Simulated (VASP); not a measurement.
```
BiDy
1.0
    4.07915     0.00000     0.00000
    0.00000     4.07915     0.00000
    0.00000     0.00000     9.06297
Dy Bi
2 2
Direct
  0.03677   0.50000   0.00000
  0.50000   0.00000   0.50000
  0.00000   0.00000   0.25000
  0.00000   0.00000   0.75000
```

Level of theory: PBEsol GGA, VASP's PBE PAW potentials (set 64) (plane waves; VASP 6.6.1). Settings: 480 eV cut-off, 6×6×4 Γ-centred mesh, Gaussian smearing of 0.050 eV, potentials Dy_3 Bi_d.

The 4f electrons are frozen in the core of the lanthanide potential, so 4f levels, which can set the real gap, and their magnetism are missing.

Q: Give the force on each atom (eV/Å).

A: 
```csv
atom,Fx,Fy,Fz
Dy1,0.257,0.000,0.000
Dy2,0.002,0.000,0.000
Bi3,-0.130,0.000,-0.030
Bi4,-0.130,0.000,0.030
```

Q: Give the stress tensor in GPa (positive for a compressed cell).

A: 
```
 0.35   0.00   0.00
 0.00   0.22   0.00
 0.00   0.00  -0.68
```
The pressure is its mean diagonal, -0.04 GPa.

The structure was generated: DyBi was put into the PtS type (P4_2/mmc), which need not be its known phase. This cell was strained or had an atom moved on purpose.
